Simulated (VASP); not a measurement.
# LiF (Griceite): excitons from the Bethe-Salpeter equation

Wanted: the lowest vertical excitons of LiF (Griceite) and its absorption. The cell is of the rock-salt type, one of the forms listed for this formula. The start is a cell from a database of measured crystal structures.

Program: VASP 6.6.1. Level of theory: PBE; plane waves and PAW (F_GW, Li_GW), in the first sound run; inputs show where later runs differ. Results are calculated unless marked as measured.

Most raw output is cut from this account.

## Step 1: Set-up

Symmetry: Fm-3m, No. 225, cubic system. The conventional cell has a = 4.028 Å, b = 4.028 Å, c = 4.028 Å, α = 90.00°, β = 90.00°, γ = 90.00°. Nearest to F lie 6 Li at 2.01 Å. Nearest to Li lie 6 F at 2.01 Å. Farther neighbours and most contacts between anions are not listed.

Structure file:

```cif
data_structure
_symmetry_space_group_name_H-M 'P 1'
_symmetry_Int_Tables_number 1
_cell_length_a 2.8482
_cell_length_b 2.8482
_cell_length_c 2.8482
_cell_angle_alpha 60.000
_cell_angle_beta 60.000
_cell_angle_gamma 60.000
_cell_volume 16.34
loop_
_atom_site_label
_atom_site_type_symbol
_atom_site_fract_x
_atom_site_fract_y
_atom_site_fract_z
_atom_site_occupancy
F1 F 0.50000 0.50000 0.50000 1
Li2 Li 0.00000 0.00000 0.00000 1
```

## Step 2: Ground state

The orbitals come from a self-consistent PBE run with a tight EDIFF and a narrow smearing. KPOINTS_OPT adds the bands along a path, which shows whether the mesh holds the band edges.

INCAR

```
SYSTEM = LiF
PREC = Accurate
ENCUT = 520
EDIFF = 1E-08
NELM = 100
ISMEAR = 0
SIGMA = 0.01
LREAL = .FALSE.
ALGO = Normal
GGA = PE
NBANDS = 10
LORBIT = 11
LWAVE = .TRUE.
LCHARG = .FALSE.
KPAR = 8
```

POSCAR

```
LiF
1.0
    0.0000000000      2.0140000000      2.0140000000
    2.0140000000      0.0000000000      2.0140000000
    2.0140000000      2.0140000000      0.0000000000
F Li
1 1
Direct
    0.5000000000      0.5000000000      0.5000000000
    0.0000000000      0.0000000000      0.0000000000
```

KPOINTS

```
Automatic mesh
0
Gamma
8 8 8
0 0 0
```

KPOINTS_OPT

```
Line mode
12
Line-mode
Reciprocal
  0.00000000   0.00000000   0.00000000 GAMMA
  0.50000000   0.00000000   0.50000000 X

  0.50000000   0.00000000   0.50000000 X
  0.50000000   0.25000000   0.75000000 W

  0.50000000   0.25000000   0.75000000 W
  0.37500000   0.37500000   0.75000000 K

  0.37500000   0.37500000   0.75000000 K
  0.00000000   0.00000000   0.00000000 GAMMA

  0.00000000   0.00000000   0.00000000 GAMMA
  0.50000000   0.50000000   0.50000000 L

  0.50000000   0.50000000   0.50000000 L
  0.62500000   0.25000000   0.62500000 U

  0.62500000   0.25000000   0.62500000 U
  0.50000000   0.25000000   0.75000000 W

  0.50000000   0.25000000   0.75000000 W
  0.50000000   0.50000000   0.50000000 L

  0.50000000   0.50000000   0.50000000 L
  0.37500000   0.37500000   0.75000000 K

  0.62500000   0.25000000   0.62500000 U
  0.50000000   0.00000000   0.50000000 X
```

Potentials, in the order of the species: F_GW and Li_GW (PBE family, release 64).

Run with:

```bash
> mpirun -np 8 vasp_std
```

Wall time 2.4 s (8 MPI ranks of Intel Xeon 6975P-C (Granite Rapids), shared host); peak memory 1.1 GiB.

Numbers from this step:

- free energy (TOTEN): -9.615 eV
- Fermi energy: -3.073 eV
- pressure: -0.7515 GPa
- least gap on mesh and path: 9.046 eV
- least direct gap on mesh and path: 9.049 eV

The highest empty bands on the path are converged less tightly, to about 0.1 eV. The electronic bands at the labelled points (eV, zero at the valence-band top; v1 is the highest filled band, c1 the lowest empty one):

| point | v3 | v2 | v1 | c1 | c2 |
| --- | --- | --- | --- | --- | --- |
| Γ | 0.00 | 0.00 | 0.00 | 9.05 | 23.93 |
| 0.55 of the way | -1.66 | -0.59 | -0.59 | 11.76 | 18.35 |
| X | -3.02 | -1.01 | -1.01 | 14.81 | 16.46 |
| 0.55 of the way | -2.71 | -1.40 | -0.89 | 14.84 | 15.62 |
| W | -2.09 | -2.09 | -0.81 | 15.05 | 15.05 |
| 0.55 of the way | -2.42 | -1.70 | -0.78 | 14.73 | 14.92 |
| K | -2.51 | -1.57 | -0.74 | 14.47 | 14.90 |
| 0.55 of the way | -1.37 | -0.63 | -0.07 | 10.79 | 17.40 |
| Γ | 0.00 | 0.00 | 0.00 | 9.05 | 23.93 |
| 0.45 of the way | -1.21 | -0.11 | -0.11 | 10.18 | 18.30 |
| L | -2.54 | -0.24 | -0.24 | 10.76 | 16.71 |
| 0.45 of the way | -2.42 | -0.93 | -0.40 | 11.91 | 15.99 |
| U | -2.51 | -1.57 | -0.74 | 14.47 | 14.90 |
| 0.45 of the way | -2.42 | -1.70 | -0.78 | 14.73 | 14.92 |
| W | -2.09 | -2.09 | -0.81 | 15.05 | 15.05 |
| 0.45 of the way | -2.32 | -1.37 | -0.53 | 12.78 | 15.62 |
| L | -2.54 | -0.24 | -0.24 | 10.76 | 16.71 |
| 0.45 of the way | -2.42 | -0.93 | -0.40 | 11.91 | 15.99 |
| K | -2.51 | -1.57 | -0.74 | 14.47 | 14.90 |
| jump to U | -2.51 | -1.57 | -0.74 | 14.47 | 14.90 |
| 0.55 of the way | -2.91 | -1.16 | -0.95 | 14.82 | 15.91 |
| X | -3.02 | -1.01 | -1.01 | 14.81 | 16.46 |

Of the projections kept (F, Li), the largest for each band there; the rest of the weight can lie on other orbitals:

| point | v3 | v2 | v1 | c1 | c2 |
| --- | --- | --- | --- | --- | --- |
| Γ | F 0.97 | F 0.97 | F 0.97 | Li 0.72 | Li 0.96 |
| X | F 0.82 | F 0.92 | F 0.92 | F 0.50 | Li 1.00 |
| W | F 0.86 | F 0.86 | F 0.93 | Li 0.59 | Li 0.59 |
| K | F 0.84 | F 0.89 | F 0.93 | Li 0.76 | Li 0.54 |
| Γ | F 0.97 | F 0.97 | F 0.97 | Li 0.72 | Li 0.96 |
| L | F 0.85 | F 0.95 | F 0.95 | Li 0.84 | Li 0.52 |

The cell has a gap of 9.05 eV on mesh and path.

## Step 3: Empty bands

The next step needs empty bands that the ground-state run didn't converge, so the Hamiltonian is diagonalised exactly for NBANDS bands, in a single step. LOPTICS writes the k-derivatives of the orbitals (WAVEDER), which give the long-wavelength limit of the screening.

INCAR

```
SYSTEM = LiF
PREC = Accurate
ENCUT = 520
ISMEAR = 0
SIGMA = 0.01
LREAL = .FALSE.
GGA = PE
NBANDS = 40
ALGO = Exact
NELM = 1
LWAVE = .TRUE.
LCHARG = .FALSE.
LOPTICS = .TRUE.
NEDOS = 1000
CSHIFT = 0.1
```

POSCAR is that of step 2.

KPOINTS is that of step 2.

Run with:

```bash
> mpirun -np 8 vasp_std
```

It took 2.6 s on 8 MPI ranks; peak memory 0.94 GiB.

The gap is read on the k-mesh alone, so it is an upper bound where the band edges lie off the mesh.

This step gave:

- gap on the k-mesh: 9.049 eV
- least direct gap on the k-mesh: 9.049 eV

WAVECAR now holds 40 bands for 8 electrons. Its independent-particle dielectric tensor has xx, yy, zz = 2.0, 2.0, 2.0 on this mesh, which isn't tested for convergence in mesh or bands and lacks local fields.

## Step 4: G0W0

This step: G0W0 on PBE; plane waves and PAW (F_GW, Li_GW) (VASP 6.6.1).

One pass of GW corrects the levels to first order, with G and W from the starting orbitals. LWAVE keeps the quasiparticle levels in WAVECAR, and the W files hold the screened interaction for the next step.

INCAR

```
SYSTEM = LiF
PREC = Accurate
ENCUT = 520
ISMEAR = 0
SIGMA = 0.01
LREAL = .FALSE.
GGA = PE
NBANDS = 40
ALGO = EVGW0
NELMGW = 1
ENCUTGW = 100
NOMEGA = 48
PRECFOCK = Fast
NBANDSGW = 16
LWAVE = .TRUE.
LCHARG = .FALSE.
```

POSCAR is that of step 3.

KPOINTS is that of step 3.

Run with:

```bash
> mpirun -np 8 vasp_std
```

Run time: 59 s. Hardware: 8 MPI ranks; peak memory 1.6 GiB; 6.2 min of CPU time.

Numbers from this step:

- quasiparticle gap on the mesh: 13.28 eV
- smallest direct quasiparticle gap on the mesh: 13.28 eV
- gap of the starting orbitals on the mesh: 9.049 eV

GW takes the gap from 9.049 to 13.277 eV. The value holds for 40 bands, ENCUTGW = 100 eV and this mesh, and isn't shown to be converged in them.

## Step 5: BSE, Tamm-Dancoff

This step: BSE on G0W0 on PBE; plane waves and PAW (F_GW, Li_GW) (VASP 6.6.1).

The Bethe-Salpeter equation adds the screened attraction of electron and hole to the quasiparticle pairs; ANTIRES = 0 leaves out the coupling to antiresonant pairs.

INCAR

```
SYSTEM = LiF
PREC = Accurate
ENCUT = 520
ISMEAR = 0
SIGMA = 0.01
LREAL = .FALSE.
GGA = PE
NBANDS = 40
ALGO = BSE
NBANDSO = 3
NBANDSV = 4
OMEGAMAX = 25
NEDOS = 1000
CSHIFT = 0.1
PRECFOCK = Fast
LWAVE = .FALSE.
LCHARG = .FALSE.
ENCUTGW = 100
ANTIRES = 0
```

POSCAR is that of step 4.

KPOINTS is that of step 4.

Run with:

```bash
> mpirun -np 8 vasp_std
```

Run time: 38 s. Hardware: 8 MPI ranks; peak memory 2.7 GiB; 4 min of CPU time.

This step gave:

```
lowest excitation                     : 11.08 eV
direct gap less the lowest excitation : 2.194 eV
```

The imaginary dielectric function, xx has structure finer than the step of the table below, so its rows give means over 1 eV, whole bins alone (the curve runs from 0 to 25 eV). Peaks (eV: height): 11.1: 17.2, 13.0: 2.92, 21.3: 4.96.

From 3 filled and 4 empty bands alone, without any pair above OMEGAMAX = 25 eV, so strength is missing wherever others contribute; lines are broadened by CSHIFT, which also makes the tail under the first line. The imaginary dielectric function, xx by photon energy; means over each step:

photon energy (eV), imaginary dielectric function, xx and a bar:
```
        1        0.0 
        2        0.0 
        3        0.0 
        4        0.0 
        5        0.0 
        6        0.0 
        7        0.0 
        8        0.0 
        9        0.0 
       10        0.2 #
       11        4.7 ##############################
       12        0.8 #####
       13        1.4 #########
       14        0.8 #####
       15        0.7 #####
       16        1.0 #######
       17        0.6 ####
       18        0.8 #####
       19        1.2 ########
       20        0.7 ####
       21        1.7 ###########
       22        1.1 #######
       23        0.3 ##
       24        0.1 #
```

Some of the lowest 40 states alone, with states under 2.5 meV apart joined, scaled to the strongest line shown. Lines of the exciton spectrum (strongest = 100):

| position (eV) | lines merged | oscillator strength |
| --- | --- | --- |
| 11.083 | 3 | 100 |
| 12.339 | 3 | 10 |
| 12.566 | 3 | 0.0 |
| 12.608 | 2 | 0.0 |
| 12.740 | 3 | 0.0 |
| 12.858 | 3 | 0.0 |
| 12.861 | 2 | 0.0 |
| 12.943 | 3 | 15 |
| 13.087 | 3 | 0.0 |
| 13.144 | 1 | 0.0 |
| 13.155 | 3 | 0.0 |
| 13.212 | 6 | 9.0 |
| 13.249 | 2 | 0.0 |

The lowest excitation lies at 11.083 eV, -2194 meV against the direct gap of these orbitals. No second mesh in this session tests these energies, peaks and heights.

## Step 6: Independent quasiparticles

This step: BSE on G0W0 on PBE, independent quasiparticles; plane waves and PAW (F_GW, Li_GW) (VASP 6.6.1).

With LADDER and LHARTREE off the pairs don't interact at all, so the lowest line must equal the direct gap.

INCAR, as its differences from that of step 5:

```diff
@@ -19 +19,3 @@
 ANTIRES = 0
+LADDER = .FALSE.
+LHARTREE = .FALSE.
```

POSCAR is that of step 5.

KPOINTS is that of step 5.

Run with:

```bash
> mpirun -np 8 vasp_std
```

The job ended after 11 s (8 MPI ranks; peak memory 2.5 GiB; 64 s of CPU time).

Numbers from this step:

```yaml
lowest_excitation: 13.28 eV
```

The imaginary dielectric function, xx has structure finer than the step of the table below, so its rows give means over 0.5 eV, whole bins alone (the curve runs from 0 to 25 eV). Peaks (eV: height): 15.39: 3.09, 16.27: 4.07, 17.47: 2.24, 21.55: 2.09, 22.17: 3.47, 23.92: 2.38, 24.47: 4.21.

From 3 filled and 4 empty bands alone, without any pair above OMEGAMAX = 25 eV, so strength is missing wherever others contribute; lines are broadened by CSHIFT, which also makes the tail under the first line. Table of imaginary dielectric function, xx by photon energy; means over each step:

| photon energy (eV) | imaginary dielectric function, xx |
| --- | --- |
| 1.0 | 3.3e-4 |
| 1.5 | 4.8e-4 |
| 2.0 | 6.6e-4 |
| 2.5 | 8.4e-4 |
| 3.0 | 0.00101 |
| 3.5 | 0.00121 |
| 4.0 | 0.00143 |
| 4.5 | 0.00166 |
| 5.0 | 0.00191 |
| 5.5 | 0.00219 |
| 6.0 | 0.00250 |
| 6.5 | 0.00286 |
| 7.0 | 0.00324 |
| 7.5 | 0.00370 |
| 8.0 | 0.00425 |
| 8.5 | 0.00489 |
| 9.0 | 0.00568 |
| 9.5 | 0.00662 |
| 10.0 | 0.00781 |
| 10.5 | 0.00939 |
| 11.0 | 0.0115 |
| 11.5 | 0.0146 |
| 12.0 | 0.0194 |
| 12.5 | 0.0289 |
| 13.0 | 0.0794 |
| 13.5 | 0.207 |
| 14.0 | 0.583 |
| 14.5 | 0.786 |
| 15.0 | 0.990 |
| 15.5 | 2.14 |
| 16.0 | 1.75 |
| 16.5 | 2.73 |
| 17.0 | 1.02 |
| 17.5 | 1.48 |
| 18.0 | 1.45 |
| 18.5 | 0.949 |
| 19.0 | 0.809 |
| 19.5 | 0.577 |
| 20.0 | 0.909 |
| 20.5 | 0.350 |
| 21.0 | 0.866 |
| 21.5 | 1.63 |
| 22.0 | 2.40 |
| 22.5 | 1.47 |
| 23.0 | 0.683 |
| 23.5 | 1.24 |
| 24.0 | 1.89 |
| 24.5 | 3.19 |

The lowest excitation lies at 13.277 eV, +2194 meV against the Tamm-Dancoff singlet. No second mesh in this session tests these energies, peaks and heights.

## Step 7: Summary

This step: BSE on G0W0 on PBE; plane waves and PAW (VASP 6.6.1).

Derived from the runs above.

Cost is wall time times ranks on a shared host, for this step alone, without the steps before it. Excitations by level:

| level | first excitation (eV) | cost (core minutes) |
| --- | --- | --- |
| BSE, Tamm-Dancoff | 11.08 | 5.07 |
| independent quasiparticles | 13.28 | 1.41 |

## Step 8: Summary of results

```json
{
  "BSE, Tamm-Dancoff": "lowest vertical excitation 11.083 eV; direct gap 13.277 eV",
  "independent quasiparticles": "lowest vertical excitation 13.277 eV; direct gap 13.277 eV"
}
```

In words: The Bethe-Salpeter equation puts the lowest vertical singlet excitation at 11.083 eV, 2.19 eV below the direct gap of 13.277 eV; the states within 10 meV of it carry 100 % of the strength of the strongest such group among the lowest 40 states. The spectra were run on one mesh, so the distance from the gap isn't shown to be converged; coarse meshes tend to overstate it. Bands, response cutoff and mesh of the GW step weren't tested in this session. Only the bands set by NBANDSO and NBANDSV form pairs, and any pair above OMEGAMAX = 25 eV is dropped, so the spectrum is that of this window; the window can cut degenerate bands. Not tabulated here, as repeats of values shown or as unfit to read for their mesh, reference level or band range: eps2 curves (empty bands); eps1 curves and static values (BSE, empty bands, independent quasiparticles); line lists of runs without attraction (independent quasiparticles).

[Lines on the potential files, build, host, timing and source positions are cut from VASP's logs without a mark.]

[Logs are printed without paths, hosts, clocks, repeated set-up lines and the standing remarks that a program may print on its own settings, such as how far it seeks lower states.]

[Hosts, paths, dates, database ids (printed as entryN), source tags and the programs' standing remarks are cut or masked in the printed files.]

[Pressures printed for these runs are not shown converged in the cutoff: they can be off by several GPa and have the wrong sign.]
